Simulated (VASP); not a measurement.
Data:

```xyz
2
Lattice="0.0000 2.7973 2.7973 2.7973 0.0000 2.7973 2.7973 2.7973 0.0000" Properties=species:S:1:pos:R:3 pbc="T T T"
Lu     0.0000     0.0000     0.0000
Se     2.7973     2.7973     2.7973
```

These are r2SCAN meta-GGA, VASP's PBE PAW potentials (set 64) (plane waves; VASP 6.6.1) values and carry that method's errors. Settings: 480 eV cut-off, 10×10×10 Γ-centred mesh, first-order Methfessel-Paxton smearing of 0.10 eV, potentials Lu_3 Se.

Each row applies one change to this cell, which was relaxed at other settings and keeps the small stress of the first row; at a fixed cut-off the stress holds a Pulay part, so it need not integrate to ΔE exactly. Stress is in GPa, positive when the cell is compressed.

```csv
change,ΔE (meV/atom),σxx,σyy,σzz,"largest shear component, with its sign (GPa)",largest force (eV/Å)
none,0.0,-0.01,-0.01,-0.01,0.00,0.000
biaxial strain of +3.0 % in the xz plane,[?],[?],[?],[?],[?],[?]
atom 2 (Se) moved by -0.200 Å along y,[?],[?],[?],[?],[?],[?]
biaxial strain of +2.0 % in the xz plane,12.1,-4.43,-1.22,-4.43,0.00,0.000
isotropic strain of +0.5 %,1.2,-1.39,-1.39,-1.39,0.00,0.000
atom 2 (Se) moved by -0.150 Å along x,39.3,3.44,-0.22,-0.22,0.00,1.090
```

**Question.** Some entries are withheld; supply them.

**Answer.** 
- atom 2 (Se) moved by -0.200 Å along y, ΔE (meV/atom): 71.7
- atom 2 (Se) moved by -0.200 Å along y, σxx: -0.37
- atom 2 (Se) moved by -0.200 Å along y, σyy: 6.14
- atom 2 (Se) moved by -0.200 Å along y, σzz: -0.37
- atom 2 (Se) moved by -0.200 Å along y, largest shear component, with its sign (GPa): 0.00
- atom 2 (Se) moved by -0.200 Å along y, largest force (eV/Å): 1.503
- biaxial strain of +3.0 % in the xz plane, ΔE (meV/atom): 26.9
- biaxial strain of +3.0 % in the xz plane, σxx: -6.22
- biaxial strain of +3.0 % in the xz plane, σyy: -1.69
- biaxial strain of +3.0 % in the xz plane, σzz: -6.22
- biaxial strain of +3.0 % in the xz plane, largest shear component, with its sign (GPa): 0.00
- biaxial strain of +3.0 % in the xz plane, largest force (eV/Å): 0.000

Failed runs are left out, and for metals the shear rows, which the mesh's noise covers.

The structure comes from a computed database's LuSe entry (Fm-3m); how it stands against other phases isn't given here. The cell was not relaxed at this level. The electron count is odd and the run is not spin-polarised, which forces a metal.
